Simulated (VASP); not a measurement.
## TiAl2B2: work function with LDA

Sheet: TiAl2B2, a sheet with vacuum.

```
CELL_PARAMETERS angstrom
3.87134 0.00000 0.00000
-1.93567 3.35268 0.00000
0.00000 0.00000 31.08800
ATOMIC_POSITIONS crystal
Ti 0.99917 0.99115 0.27582
Al 0.33814 0.66879 0.33439
Al 0.66641 0.33058 0.33413
B 0.33180 0.66642 0.24818
B 0.66764 0.33343 0.24777
```

The cell was built by a generator and needn't be a form met in nature.

The cell isn't the ideal one: atoms moved at random, drawn with an rms of 0.02 Å.

```yaml
Program: VASP 6.6.1
Task: work function
Functional: LDA
Potentials_or_basis: VASP PAW LDA potentials, release 64 (Ti_sv, Al, B)
Cutoff: 520 eV
k_mesh: 8 × 8 × 1
Occupations: gaussian, width 0.05 eV
Spin: no spin polarisation
Dipole_correction: yes
Further_INCAR_settings: LREAL = Auto; ALGO = Normal; EDIFF = 1e-07
```

```yaml
Largest_force: 0.416 eV/Å
Band_gap_on_the_k_mesh: 0.16 eV, direct
Ionisation_potential_of_the_upper_face: 4.84 eV
```

Forces in eV/Å, atoms in the order of the input:
```
Ti  -0.074  0.183  0.071
Al  -0.182 -0.333 -0.171
Al   0.179  0.277 -0.208
B    0.029 -0.065  0.096
B    0.049 -0.062  0.213
```

Levels at points of the mesh, in eV from the valence-band top:
```
           k point  band 10  band 11  band 12  band 13  band 14  band 15
(0.00, 0.00, 0.00)    -0.21    -0.02     0.00     0.16     1.45     1.52
(0.50, 0.00, 0.00)    -1.45    -1.36    -1.22     0.64     0.69     1.56
(0.00, 0.50, 0.00)    -1.46    -1.34    -1.20     0.65     0.69     1.52
(0.50, 0.50, 0.00)    -1.45    -1.36    -1.21     0.66     0.68     1.55
```

Wall time 5.1 min on 1 thread of Intel(R) Xeon(R) 6975P-C (Granite Rapids) (shared host), peak memory 0.45 GiB.
